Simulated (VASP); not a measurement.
Given:

```
NdTb
1.0
    3.58243     0.00000     0.00000
   -1.79121     3.10247     0.00000
    0.00000     0.00000     5.73444
Tb Nd
1 1
Direct
  0.00000   0.00000   0.00000
  0.33333   0.66667   0.50000
```

Computed with PBEsol GGA, VASP's PBE PAW potentials (set 64) (plane waves; VASP). Run with 400 eV cut-off, Gaussian smearing of 0.050 eV, potentials Tb_3 Nd_3.

The 4f electrons are frozen in the core of the lanthanide potential, so 4f levels, which can set the real gap, and their magnetism are missing.

### Question
Give the energies of bands 8 to 13 at the high-symmetry points, in eV from the Fermi level.

### Answer

```
band      Γ      M      K      A      L      H
----  -----  -----  -----  -----  -----  -----
8     -4.57  -1.73  -1.22  -3.24  -2.15  -0.91
9     -2.13  -1.64  -0.55  -2.67  -1.84  -0.60
10     1.59  -1.23  -0.32   0.64  -0.27  -0.47
11     1.59   0.61  -0.17   1.00  -0.18  -0.12
12     1.76   1.34   0.81   1.46   1.95   0.73
13     1.90   1.57   1.32   1.47   2.59   0.93
```

It has no gap at this level: it comes out as a metal or semimetal.

The structure comes from a computed database's TbNd entry (P-6m2); how it stands against other phases isn't given here. It was relaxed first, which changed the volume by -7 %.
